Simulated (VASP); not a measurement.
An input for Ansatz (written as the equivalent of a VASP run, and not itself run):

Ansatz 0.2 input:
```yaml
crystal:
  lattice:
    - [0.0000000, 3.2563452, 3.2563452]
    - [3.2563452, 0.0000000, 3.2563452]
    - [3.2563452, 3.2563452, 0.0000000]
  atoms:
    - { symbol: Na, position: [0.2500000, 0.2500000, 0.2500000] }
    - { symbol: Na, position: [0.7500000, 0.7500000, 0.7500000] }
    - { symbol: S, position: [0.0000000, 0.0000000, 0.0000000] }
kpoints:
  mp_grid: { grid: [5, 5, 5] }
hamiltonian:
  xc: pbesol
  pseudopotentials: { kind: paw }
scf:
  occupations: { method: gaussian, width: 0.05 }
  max_iter: 100
relax:
  max_steps: 60
  f_tol: 0.02
  cell: {}
output: { forces: true, stress: true, eigenvalues: true }
```

Q: Write the VASP files for the same calculation (PBEsol).

A: One answer among several that fit: 
INCAR:
```
SYSTEM = Na2S
PREC = Accurate
ENCUT = 400
EDIFF = 1E-6
NELM = 100
ALGO = Normal
LREAL = .FALSE.
LASPH = .TRUE.
ISMEAR = 0
SIGMA = 0.05
GGA = PS
LWAVE = .FALSE.
LCHARG = .FALSE.
IBRION = 2
ISIF = 3
NSW = 60
EDIFFG = -0.02
```

File POSCAR:
```
Na2S
1
   -0.0000000000     3.2563452418     3.2563452418
    3.2563452418    -0.0000000000     3.2563452418
    3.2563452418     3.2563452418    -0.0000000000
Na S
2 1
Direct
  0.2500000000   0.2500000000   0.2500000000
  0.7500000000   0.7500000000   0.7500000000
  0.0000000000   0.0000000000   0.0000000000
```

KPOINTS:
```
kpoints
0
Gamma
 5 5 5
```

POTCAR, in this order: Na_pv S (PBE.64 set). Program: vasp_std.

What does not carry over: each code has its own PAW files, so the cut-off isn't converted (ENCUT is set for VASP's; basis.ecutwfc is left out, and Ansatz then takes the one that its files recommend); Ansatz stops its SCF on the density residual and VASP on the energy change (EDIFF).

The compound is Na2S in the antifluorite structure. This run relaxes it. Symmetry was kept, so distortions that lower it aren't found. The start is the result of an earlier pass.
